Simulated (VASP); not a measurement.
Method: PBE GGA, VASP's PBE PAW potentials (set 64) (plane waves; VASP).

VASP ran on this input.

### INCAR
```
SYSTEM = PbSe
PREC = Accurate; ENCUT = 300; LREAL = .FALSE.
LASPH = .TRUE.
EDIFF = 1E-8; NELM = 100; ALGO = Normal
LMAXMIX = 4
ISMEAR = 0; SIGMA = 0.01
GGA = PE
ISIF = 2
LWAVE = .FALSE.; LCHARG = .FALSE.
LEPSILON = .TRUE.
```

### POSCAR
```
PbSe
3.0908250
  0.0000000000   1.0000000000   1.0000000000
  1.0000000000   0.0000000000   1.0000000000
  1.0000000000   1.0000000000   0.0000000000
Pb Se
1 1
Cartesian
  0.0028370000  -0.0073750000   0.0008420000
  0.9971630000   1.0073750000   0.9991580000
```

### KPOINTS
```
kpoints
0
Gamma
6 6 6
0 0 0
```

POTCAR, in this order: Pb_d Se (PBE.64 set). Program: vasp_std.

What VASP printed:

File OUTCAR:
```


 HEAD OF MICROSCOPIC STATIC DIELECTRIC TENSOR (INDEPENDENT PARTICLE, excluding Hartree and local field effects)
 ------------------------------------------------------
          28.334127     0.806140    -0.046862
           0.806532    27.989967     0.225784
          -0.046603     0.226510    28.415306
 ------------------------------------------------------

 MACROSCOPIC STATIC DIELECTRIC TENSOR (including local field effects in DFT)
 ------------------------------------------------------
          27.644922     0.798894    -0.046394
           0.799247    27.310631     0.223739
          -0.046126     0.224402    27.726158
 ------------------------------------------------------

 PIEZOELECTRIC TENSOR (including local field effects)  for field in x, y, z        (e  Angst)
          XX          YY          ZZ          XY          YZ          ZX
  --------------------------------------------------------------------------------
  x    -0.15601     0.22764     0.20512    -0.33449     0.00040     0.03950
  y    -0.63840     0.33710    -0.63613     0.12670     0.03869     0.00094
  z     0.06263     0.06594    -0.04627     0.00004    -0.33333     0.13079

 PIEZOELECTRIC TENSOR (including local field effects)  for field in x, y, z        (C/m^2)
          XX          YY          ZZ          XY          YZ          ZX
  --------------------------------------------------------------------------------
  x    -0.04233     0.06176     0.05565    -0.09075     0.00011     0.01072
  y    -0.17320     0.09146    -0.17259     0.03438     0.01050     0.00025
  z     0.01699     0.01789    -0.01255     0.00001    -0.09043     0.03549

 BORN EFFECTIVE CHARGES (including local field effects) (in |e|, cummulative output)
 ---------------------------------------------------------------------------------
 ion    1
    1     3.85552    -0.08829     0.00557
    2    -0.08831     3.86766    -0.02483
    3     0.00565    -0.02491     3.85323
 ion    2
    1    -3.85552     0.08829    -0.00557
    2     0.08831    -3.86766     0.02483
    3    -0.00565     0.02491    -3.85323
```
(Selected blocks of OUTCAR.)

**OUTCAR**
```
 val. band max:        4.6807668213   @ k =   0.5000   0.5000   0.5000

 cond. band min:       5.0776615923   @ k =   0.5000   0.5000   0.5000


 Fermi energy:         4.7370666608

 k-point     1 :       0.0000    0.0000    0.0000
  band No.  band energies     occupation
      1     -12.0649      2.00000
      2     -12.0645      2.00000
      3     -12.0644      2.00000
      4     -12.0592      2.00000
      5     -12.0591      2.00000
      6      -8.6452      2.00000
      7      -1.6433      2.00000
      8       2.9566      2.00000
      9       2.9617      2.00000
     10       2.9625      2.00000
     11       9.3377      0.00000
     12       9.3398      0.00000
     13       9.3564      0.00000
     14      11.3035      0.00000

 k-point     2 :       0.1667    0.0000    0.0000
  band No.  band energies     occupation
      1     -12.0658      2.00000
      2     -12.0657      2.00000
      3     -12.0630      2.00000
      4     -12.0554      2.00000
      5     -12.0552      2.00000
      6      -8.4491      2.00000
      7      -2.2364      2.00000
      8       3.0256      2.00000
      9       3.0311      2.00000
     10       3.3613      2.00000
     11       7.8228      0.00000
     12       8.3527      0.00000
     13       8.3633      0.00000
     14      11.0862      0.00000

 k-point     3 :       0.0000    0.1667    0.0000
  band No.  band energies     occupation
      1     -12.0657      2.00000
      2     -12.0657      2.00000
      3     -12.0630      2.00000
      4     -12.0553      2.00000
      5     -12.0552      2.00000
      6      -8.4492      2.00000
      7      -2.2360      2.00000
      8       3.0255      2.00000
      9       3.0306      2.00000
     10       3.3617      2.00000
     11       7.8226      0.00000
     12       8.3522      0.00000
     13       8.3628      0.00000
     14      11.0872      0.00000

 k-point     4 :       0.0000    0.0000    0.1667
  band No.  band energies     occupation
...
```

The dielectric response may not be converged in the k-mesh; for small gaps it tends to come out too large. Tensors are in the Cartesian frame of the cell as typed.  Unless said otherwise, spin-orbit coupling is left out, though it shifts the bands of the heavy elements here.

The structure comes from a computed database's PbSe entry; how it stands against other phases isn't given here. The cell was not relaxed at this level, atoms are displaced from their ideal sites. The run is one of a series of settings (EDIFF = 1E-8, LEPSILON = .TRUE., SIGMA = 0.01, KPOINTS 6×6×6 Γ-centred mesh against the base run), some of them coarse on purpose.
